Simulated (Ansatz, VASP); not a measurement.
## Al2CoO4 in two plane-wave programs

Wanted: the spread between two codes on one cell, functional and k mesh. Of the first pair: The structure shown is the start of the Ansatz relaxation below; VASP solves that cell, so the two are compared at the walk's first step.

Method: plane waves, with VASP 6.6.1 beside it; PBEsol, in Ansatz 0.2.0.

## 1. The starting structure

Symmetry: Fd-3m, No. 227, cubic system. Conventional cell: a = 8.080 Å, b = 8.080 Å, c = 8.080 Å, α = 90.00°, β = 90.00°, γ = 90.00°. Nearest to Al lie 6 O at 1.91 Å. Nearest to Co lie 4 O at 1.95 Å. Nearest to O lie 3 Al at 1.91 Å and 1 Co at 1.95 Å. Nearest to O lie 3 Al at 1.91 Å and 1 Co at 1.95 Å. Farther neighbours and most contacts between anions are not listed.

## 2. Ansatz: relaxation, PBEsol

Ansatz runs on its PAW soft_1 files.

The two programs are compared at the cell with which this relaxation starts, whose forces are those of its first step.

Input file input.yaml:

```yaml
crystal:
  lattice:
    - [4.0402036295, 0.0, -4.0402036295]
    - [4.0402036295, -4.0402036295, 0.0]
    - [-4.0402036295, -4.0402036295, -8.080407259]
  atoms:
    - { symbol: Al, position: [0.625, 0.9375, 0.8125] }
    - { symbol: Al, position: [0.625, 0.4375, 0.3125] }
    - { symbol: Al, position: [0.625, 0.4375, 0.8125] }
    - { symbol: Al, position: [0.625, 0.9375, 0.3125] }
    - { symbol: Al, position: [0.125, 0.4375, 0.8125] }
    - { symbol: Al, position: [0.125, 0.9375, 0.3125] }
    - { symbol: Al, position: [0.625, 0.1875, 0.5625] }
    - { symbol: Al, position: [0.625, 0.6875, 0.0625] }
    - { symbol: Co, position: [0.0, 0.5, 0.5], spin: -2.54 }
    - { symbol: Co, position: [0.0, 0.0, 0.0], spin: 2.54 }
    - { symbol: Co, position: [0.25, 0.375, 0.125], spin: -2.54 }
    - { symbol: Co, position: [0.25, 0.875, 0.625], spin: 2.54 }
    - { symbol: O, position: [0.38947184, 0.526320405, 0.694735915] }
    - { symbol: O, position: [0.38947184, 0.026320405, 0.194735915] }
    - { symbol: O, position: [0.86052816, 0.06973592, 0.20920776] }
    - { symbol: O, position: [0.86052816, 0.56973592, 0.70920776] }
    - { symbol: O, position: [0.83158449, 0.084207755, 0.694735915] }
    - { symbol: O, position: [0.83158449, 0.584207755, 0.194735915] }
    - { symbol: O, position: [0.38947184, 0.084207755, 0.694735915] }
    - { symbol: O, position: [0.38947184, 0.584207755, 0.194735915] }
    - { symbol: O, position: [0.86052816, 0.290792245, 0.430264085] }
    - { symbol: O, position: [0.86052816, 0.790792245, 0.930264085] }
    - { symbol: O, position: [0.41841551, 0.290792245, 0.430264085] }
    - { symbol: O, position: [0.41841551, 0.790792245, 0.930264085] }
    - { symbol: O, position: [0.38947184, 0.30526408, 0.91579224] }
    - { symbol: O, position: [0.38947184, 0.80526408, 0.41579224] }
    - { symbol: O, position: [0.86052816, 0.848679595, 0.430264085] }
    - { symbol: O, position: [0.86052816, 0.348679595, 0.930264085] }
kpoints:
  mp_grid: { grid: [6, 6, 6] }
hamiltonian:
  xc: pbesol
  pseudopotentials: { kind: paw, azcp: { folder: soft_1 }, xc_functional: pbe }
scf:
  occupations: { method: gaussian, width: 0.02 }
output:
  forces: true
  stress: true
  eigenvalues: true
  populations: true
magnetization:
  spin_polarized: true
relax:
  adjacent_minimum: "off"
  f_tol: 0.005
  max_steps: 80
  cell: { stress_tol: 0.05 }
```

The run is started by

```
> ansatz run input.yaml --threads 16 --pin off --max-ram 61440MiB --backend cuda --events-out ev --progress --plain --runs-dir out --max-vram 78GiB
```

Numbers of over 12 decimals in the logs are rounded to 6 here.

Log:

```text
Engine: ansatz 0.2.0, aarch64-unknown-linux-gnu
Pseudopotentials: kind: paw
Pseudopotential: Al, paw, valence charge 3, recommended cutoff 420 eV (normal), soft_1/Al.paw.azcp
Pseudopotential: Co, paw, valence charge 17, recommended cutoff 420 eV (normal), soft_1/Co.paw.azcp
Pseudopotential: O, paw, valence charge 6, recommended cutoff 420 eV (normal), soft_1/O.paw.azcp
Functional definition: PBEsol
  exchange = pbesol_x
  correlation = pbesol_c
[...]
Crystal: 28 atoms, lattice volume = 263.797 Å³
Basis set: ecut = 420 eV, 5173 PW (Γ), exchange–correlation on 80×80×144 points (8 copies of the dense FFT grid, shifted against one another)
Bands: 128, of which v1, the nominal top of the filled ones, is band 94 counted from 1 (93 counted from 0)
Symmetry: 12 space group operations
Space group: R-3m (ITA 166), of the structure as read, at distance tolerance 6.4e-5 Å
Magnetic group: BNS 166.102 (UNI 1332), of the structure as read, at distance tolerance 6.4e-5 Å
k-points: 32 of 216
Non-local potential: Al, projectors of the file, l = 0: 2, l = 1: 2, l = 2: 1
Non-local potential: Co, projectors of the file, l = 0: 3, l = 1: 2, l = 2: 3, l = 3: 1
Non-local potential: O, projectors of the file, l = 0: 2, l = 1: 2, l = 2: 1
PAW form: soft (Blöchl's): semilocal exchange-correlation on the pseudo side does not see the compensation charge
PAW frozen core: Al, regenerated for the run's functional, and the local potential with it (the file was generated under x = pbe(κ = 0.804, μ = 0.219515), c = pbe(β = 0.066725))
PAW frozen core: Co, regenerated for the run's functional, and the local potential with it (the file was generated under x = pbe(κ = 0.804, μ = 0.219515), c = pbe(β = 0.066725))
PAW frozen core: O, regenerated for the run's functional, and the local potential with it (the file was generated under x = pbe(κ = 0.804, μ = 0.219515), c = pbe(β = 0.066725))
PAW one-centre angular grid: Al, 110 points (default); XC on 64 Gauss nodes
PAW one-centre angular grid: Co, 590 points (default); XC on 64 Gauss nodes
PAW one-centre angular grid: O, 110 points (default); XC on 64 Gauss nodes
Initial density: superposition of atomic densities (chi_scale 0.1, normalization cell, long waves kept (reshape's long-wave potential 0.23 eV rms))
Starting moments: Σ|m| = 10.16 μB on 4 of 28 sites
Starting magnetic order: antiferromagnet; a translation exchanges its spin sublattices: spin-degenerate at every k-point
Initial wavefunctions: pseudopotential atomic-orbital guess
[...]
Functional: x = pbesol(κ = 0.804, μ = 0.123457), c = pbesol(β = 0.046)
the translation (0, 0.5, 0.5) carries every atom to within crystal.symmetry.tolerance of an atom of its element with the starting moment reversed, but both spin channels are solved: the dense algebra is the device's
SCF iter   1: F=—  HF=-33576.981008 eV  |F-HF|=—  |Δ(HF+E_count)|=         —  Δρ=1.05e-1 (↑1.05e-1 ↓1.05e-1)  dr2=9.30e1  dr2_m=1.08e0  M=0.000 μB ∫|m|=11.121 μB  β_m=0.30  ethr=3.10e-3  ⟨swp⟩=6.0  Hψ=31339  notcnv=0  defer=533
Mixer restart at iter 1: flushing history
preconditioner: auto → Resta (q_TF=auto, 2.579 Å⁻¹)  ε∞=4.8  [insulator: Δε(μ)=0.334 eV  Ē_g=14.741 eV  σ=0.020 eV  W_gap=1.00  n_scr=66 (ndim 8)  ℏωp=28.6 eV  f_vac=0.000  D(μ)=0.00/eV (n_scr^D=0)  ε∞_Penn≈4.8]
spin=Collinear: Resta preconditioning applied to the charge; magnetization (m = ρ↑ − ρ↓) channel mixes plain (no charge-response kernel on spin).
SCF iter   2: F=—  HF=-33570.694550 eV  |F-HF|=—  |Δ(HF+E_count)|=    6.29e0  Δρ=3.95e-2 (↑3.95e-2 ↓3.95e-2)  dr2=1.46e1  dr2_m=6.69e-1  M=0.000 μB ∫|m|=11.527 μB  β_m=0.37  ethr=3.10e-3  ⟨swp⟩=3.0  Hψ=16522  notcnv=0  defer=1792
[...]
SCF iter  13: F=-33568.009446 eV  HF=-33568.009446 eV  |F-HF|=4.80e-9  |Δ(HF+E_count)|=   2.64e-8  Δρ=1.29e-6 (↑1.29e-6 ↓7.03e-7)  dr2=8.33e-9  dr2_m=9.35e-10  M=0.000 μB ∫|m|=11.668 μB  ethr=3.76e-11  ⟨swp⟩=11.2  Hψ=43973  notcnv=0
SCF 1 converged in 13 iterations: F = -33568.009446 eV  dr2 = 8.33e-9
  greatest PAW one-centre occupation: 1.003 electrons in one spin orbital (limit 2), on the Co atom at site 9 (counted from 0), in its partial waves of l = 1
relax step   1: F+E_penalty+E_count = -33568.00944634 eV  Δ(F+E_penalty+E_count) = +0.000e0 eV  max|allowed force component| = 1.780e-1 eV/Å  Δτ_max = 0.0000 Å  P = +0.632 GPa  Ω = 263.797 Å³  (13 SCF iters, dr2 threshold 1.00e-7 eV, accepted)
[...]
relax step   2: F+E_penalty+E_count = -33568.02623030 eV  Δ(F+E_penalty+E_count) = -1.678e-2 eV  max|allowed force component| = 8.571e-2 eV/Å  Δτ_max = 0.0052 Å  P = +0.422 GPa  Ω = 263.807 Å³  energy of the carried Pulay correction = -3.103e-5 eV  (7 SCF iters, dr2 threshold 1.98e-6 eV, accepted)
[...]
relax step   3: F+E_penalty+E_count = -33568.03017067 eV  Δ(F+E_penalty+E_count) = -3.940e-3 eV  max|allowed force component| = 6.377e-3 eV/Å  Δτ_max = 0.0055 Å  P = +0.005 GPa  Ω = 264.130 Å³  energy of the carried Pulay correction = -1.048e-3 eV  (7 SCF iters, dr2 threshold 4.81e-7 eV, accepted)
[...]
relax step   4: F+E_penalty+E_count = -33568.03017290 eV  Δ(F+E_penalty+E_count) = -2.234e-6 eV  max|allowed force component| = 2.842e-3 eV/Å  Δτ_max = 0.0010 Å  P = -0.005 GPa  Ω = 264.142 Å³  energy of the carried Pulay correction = -1.086e-3 eV  (7 SCF iters, dr2 threshold 2.54e-9 eV, accepted)
[...]
relax step   5: F+E_penalty+E_count = -33568.03119318 eV  Δ(F+E_penalty+E_count) = -1.020e-3 eV  max|allowed force component| = 2.803e-3 eV/Å  Δτ_max = 0.0000 Å  P = +0.003 GPa  Ω = 264.142 Å³  stress off target by 9.18e-3 GPa  SCF on the basis re-selected at this cell (its energy is not comparable with the rows above)  (6 SCF iters)
[...]
--- Relaxed structure (4 steps of the walk, 4 accepted, 1 SCFs on fresh bases) ---
  F+E_penalty+E_count = -33568.03119318 eV   max|allowed force component| = 2.803e-3 eV/Å   (the final SCF, on the basis selected at the relaxed cell)
  cell:  # Å, volume = 264.1423 Å³
    - [4.039310, 4.336808689942018e-19, -4.039310]
    - [4.039310, -4.039310, 4.336808689942018e-19]
    - [-4.049941, -4.049941, -8.089251]
  atoms:
    - { symbol: Al, position: [0.625, 0.937500, 0.812500] }
    - { symbol: Al, position: [0.625000, 0.437500, 0.312500] }
    - { symbol: Al, position: [0.625, 0.437500, 0.812500] }
    - { symbol: Al, position: [0.625000, 0.9375, 0.3125] }
    - { symbol: Al, position: [0.125, 0.437500, 0.812500] }
    - { symbol: Al, position: [0.125000, 0.937500, 0.3125] }
    - { symbol: Al, position: [0.625000, 0.187500, 0.562500] }
    - { symbol: Al, position: [0.625000, 0.687500, 0.062500] }
    - { symbol: Co, position: [-0.00076447, 0.500382, 0.501147] }
    - { symbol: Co, position: [-0.000764465, 0.000382233, 0.0011467] }
    - { symbol: Co, position: [0.250764, 0.374618, 0.123853] }
    - { symbol: Co, position: [0.250764, 0.874618, 0.623853] }
    - { symbol: O, position: [0.388741, 0.528113, 0.694404] }
    - { symbol: O, position: [0.388741, 0.028113, 0.194404] }
    - { symbol: O, position: [0.860825, 0.069587, 0.208762] }
    - { symbol: O, position: [0.860825, 0.569587, 0.708762] }
    - { symbol: O, position: [0.833710, 0.083145, 0.694404] }
    - { symbol: O, position: [0.833710, 0.583145, 0.194404] }
    - { symbol: O, position: [0.388741, 0.083145, 0.694404] }
    - { symbol: O, position: [0.388741, 0.583145, 0.194404] }
    - { symbol: O, position: [0.861259, 0.291855, 0.430596] }
    - { symbol: O, position: [0.861259, 0.791855, 0.930596] }
    - { symbol: O, position: [0.416290, 0.291855, 0.430596] }
    - { symbol: O, position: [0.416290, 0.791855, 0.930596] }
    - { symbol: O, position: [0.389175, 0.305413, 0.916238] }
    - { symbol: O, position: [0.389175, 0.805413, 0.416238] }
    - { symbol: O, position: [0.861259, 0.846887, 0.430596] }
    - { symbol: O, position: [0.861259, 0.346887, 0.930596] }
--- Löwdin populations: 28 sites ---
  site symbol       q [e]    m [muB]
     0     Al      1.8199     0.0006
     1     Al      1.8199    -0.0006
     2     Al      1.8199     0.0006
     3     Al      1.8199    -0.0006
     4     Al      1.8199     0.0006
     5     Al      1.8199    -0.0006
     6     Al      1.8218    -0.0000
     7     Al      1.8218    -0.0000
     8     Co     15.7759    -2.5222
     9     Co     15.7759     2.5222
    10     Co     15.7759    -2.5222
    11     Co     15.7759     2.5222
    12      O      6.8149     0.0933
    13      O      6.8149    -0.0933
    14      O      6.8133     0.0830
    15      O      6.8133    -0.0830
    16      O      6.8149     0.0933
    17      O      6.8149    -0.0933
    18      O      6.8149     0.0933
    19      O      6.8149    -0.0933
    20      O      6.8149    -0.0933
    21      O      6.8149     0.0933
    22      O      6.8149    -0.0933
    23      O      6.8149     0.0933
    24      O      6.8133    -0.0830
    25      O      6.8133     0.0830
    26      O      6.8149    -0.0933
    27      O      6.8149     0.0933
  spilling = 0.006925 (of n_electrons = 188.000000)
```

Reading the cycles: dr2 is the Hartree energy of the density residual (eV), the measure of convergence; HF is the Harris–Foulkes estimate of the energy, which meets the free energy F at convergence.

(Continued in part 2 of 3.)

[Lines on the potential files, build, host, timing and source positions are cut from VASP's logs without a mark.]

[Logs are printed without paths, hosts, clocks, repeated set-up lines and the standing remarks that a program may print on its own settings, such as how far it seeks lower states.]

[Hosts, paths, dates, database ids (printed as entryN), source tags and the programs' standing remarks are cut or masked in the printed files.]
